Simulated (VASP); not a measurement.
Given:

```
TaC
1.0
    0.00000     2.21770     2.21770
    2.21770     0.00000     2.21770
    2.21770     2.21770     0.00000
Ta C
1 1
Cartesian
  0.00000   0.00000   0.00000
  2.21770   2.21770   2.21770
```

All values below come from AM05 GGA, VASP's PBE PAW potentials (set 64) (plane waves; VASP 6.6.1). Run with 520 eV cut-off, Gaussian smearing of 0.050 eV, potentials Ta_pv C.

Q: Give the energies of bands 5 to 10 at the high-symmetry points, in eV from the Fermi level.

A: 
| band | Γ | X | U | L | W |
|---|---|---|---|---|---|
| 5 | -1.41 | -4.70 | -6.01 | -8.89 | -5.38 |
| 6 | -1.41 | -4.66 | -4.96 | -5.58 | -5.08 |
| 7 | -1.41 | -1.76 | -3.89 | -5.58 | -5.08 |
| 8 | -0.46 | -1.76 | -0.65 | 2.76 | 1.63 |
| 9 | -0.46 | 2.64 | 3.20 | 2.76 | 1.63 |
| 10 | -0.46 | 4.17 | 4.06 | 3.76 | 4.18 |

It has no gap at this level: it comes out as a metal or semimetal.

The compound is TaC in the rock salt structure. It was relaxed first. The electron count is odd and the run is not spin-polarised, which forces a metal.
